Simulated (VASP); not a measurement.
Given:

```xyz
4
Lattice="4.9775 0.0000 0.0000 0.0000 4.9775 0.0000 0.0000 0.0000 4.9775" Properties=species:S:1:pos:R:3 pbc="T T T"
La     0.0000     2.4887     2.4887
La     2.4887     0.0000     2.4887
La     2.4887     2.4887     0.0000
Al     0.0000     0.0000     0.0000
```

The numbers are results of PBEsol GGA, VASP's PBE PAW potentials (set 64) (plane waves; VASP 6.6.1), not measurements. Settings: 300 eV cut-off, 9×9×9 Γ-centred mesh, Gaussian smearing of 0.20 eV, potentials La Al.

Problem. Give the energies of bands 13 to 21 at the high-symmetry points, in eV from the Fermi level.

Solution. 
```csv
band,Γ,X,M,R
13,-5.38,-4.18,-4.00,-4.89
14,-2.71,-2.46,-1.44,-1.16
15,-1.09,-1.21,-1.23,-1.16
16,-1.09,-0.69,-1.23,-1.16
17,-1.00,-0.69,0.01,0.38
18,-1.00,-0.57,0.01,0.38
19,-1.00,0.54,0.34,0.38
20,0.86,0.93,0.81,1.39
21,0.86,1.23,1.14,1.52
```

It has no gap at this level: it comes out as a metal or semimetal.

The structure comes from a computed database's La3Al entry; how it stands against other phases isn't given here. The cell was not relaxed at this level.
